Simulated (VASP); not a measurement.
Write the native input for VASP 6.6.1 that does the following.

```
Task                   : single point
Functional             : r2SCAN
Dispersion             : D3(BJ)
Potentials or basis    : VASP PAW PBE potentials, release 64 (O, H, Zn, Cl)
Cutoff                 : 520 eV
k mesh                 : 1 × 1 × 1
Occupations            : fermi-dirac, width 0.05 eV
Spin                   : no spin polarisation
Dipole correction      : no
Further INCAR settings : LREAL = Auto; ALGO = Normal; EDIFF = 1e-07; NBANDS = 64
```

ZnH16Cl2O8:

```xyz
27
Lattice="6.7387 0.0000 0.0000 0.0000 6.7387 0.0000 0.0000 0.0000 6.7387" Properties=species:S:1:pos:R:3 pbc="T T T"
O     3.4834    4.1143    0.4754
O     0.9734    5.9912    0.5949
O     3.3490    0.3474    4.0385
O     5.2606   -0.6164    5.7260
O     0.0754    1.4799    3.7668
O     2.0138    1.9248    1.7861
O     4.7388    3.2272    3.0864
O     3.6371   -0.0075    1.0793
H     3.3901    4.7075   -0.2866
H     4.0268    3.3905    0.1255
H     1.9555    6.1199    0.7145
H     0.5943    6.8854    0.5604
H     2.6794    1.0420    3.8588
H     2.8224   -0.4091    4.3534
H     4.6300   -0.3975    6.4857
H     5.0745   -0.0771    4.9494
H     0.2973    1.9706    4.5774
H    -0.7377    1.9311    3.4599
H     1.7207    2.5825    1.1124
H     1.2154    1.7431    2.3128
H     5.0447    3.5226    2.2280
H     3.7771    3.3044    3.0820
H     3.1275    0.8431    1.2515
H     3.9079   -0.1765    2.0295
Zn    0.0824    4.8887    5.8680
Cl    1.5515    4.5676    4.2390
Cl    6.3483    2.8915   -0.0355
```

The cell was built by a generator and needn't be a form met in nature.

One way to write it, as run:

POSCAR

```
ZnH16Cl2O8
1.0
    6.7386640000      0.0000000000      0.0000000000
    0.0000000000      6.7386640000      0.0000000000
    0.0000000000      0.0000000000      6.7386640000
O H Zn Cl
8 16 1 2
Direct
    0.5169273909      0.6105512903      0.0705481086
    0.1444499978      0.8890783099      0.0882815941
    0.4969827847      0.0515532456      0.5993027698
    0.7806591930     -0.0914721375      0.8497233279
    0.0111891615      0.2196132646      0.5589832050
    0.2988426192      0.2856352535      0.2650525386
    0.7032254465      0.4789079853      0.4580136359
    0.5397360664     -0.0011129803      0.1601652791
    0.5030819165      0.6985806089     -0.0425306856
    0.5975665206      0.5031412755      0.0186238697
    0.2901910527      0.9081770511      0.1060299193
    0.0881925557      1.0217752362      0.0831618849
    0.3976159072      0.1546300572      0.5726357628
    0.4188367308     -0.0607093632      0.6460331009
    0.6870798129     -0.0589879537      0.9624608083
    0.7530424428     -0.0114414371      0.7344779321
    0.0441185374      0.2924318530      0.6792741113
   -0.1094727382      0.2865701569      0.5134400528
    0.2553473508      0.3832362023      0.1650772319
    0.1803621608      0.2586714518      0.3432134322
    0.7486202013      0.5227445678      0.3306293354
    0.5605116979      0.4903642621      0.4573606875
    0.4641127678      0.1251138208      0.1857193058
    0.5799220736     -0.0261921354      0.3011724579
    0.0122279431      0.7254702119      0.8707957542
    0.2302385161      0.6778198171      0.6290564420
    0.9420710099      0.4290909890     -0.0052681066
```

INCAR.step1

```
SYSTEM = ZnH16Cl2O8
PREC = Accurate
ENCUT = 520
ISMEAR = -1
SIGMA = 0.05
LREAL = Auto
LASPH = .True.
NELM = 60
NBANDS = 64
GGA = PE
ALGO = Normal
EDIFF = 1E-4
LWAVE = .True.
LCHARG = .False.
```

INCAR.step2

```
SYSTEM = ZnH16Cl2O8
PREC = Accurate
ENCUT = 520
EDIFF = 1E-7
ISMEAR = -1
SIGMA = 0.05
LREAL = Auto
LASPH = .True.
NELM = 60
ALGO = Normal
ISIF = 2
LWAVE = .False.
LCHARG = .False.
METAGGA = R2SCAN
LMIXTAU = .True.
IVDW = 12
VDW_S6 = 1.0
VDW_S8 = 0.78981345
VDW_A1 = 0.49484001
VDW_A2 = 5.73083694
NBANDS = 64
ISTART = 1
```

KPOINTS

```
Automatic mesh
0
Gamma
  1 1 1
  0 0 0
```

Potentials or basis: VASP PAW PBE potentials, release 64 (O, H, Zn, Cl).

The run is started by

```console
$ cat potpaw_PBE.64/O/POTCAR potpaw_PBE.64/H/POTCAR potpaw_PBE.64/Zn/POTCAR potpaw_PBE.64/Cl/POTCAR > POTCAR
$ cp INCAR.step1 INCAR
$ mpirun -np 1 vasp_gam > vasp.out
$ cp INCAR.step2 INCAR
$ mpirun -np 1 vasp_gam > vasp.out
```

It gave:

```
Pressure                   : -1.1 GPa
Largest force              : 1.574 eV/Å
Band gap on the k mesh     : 4.89 eV, direct
Dispersion energy per atom : -0.025 eV
```

Caveat: the PAW data sets were made with another functional, which shifts forces and pressure a little.

It took 3.1 min on 1 thread of Intel(R) Xeon(R) Platinum 8559C (Emerald Rapids) (shared host), peak memory 0.36 GiB.
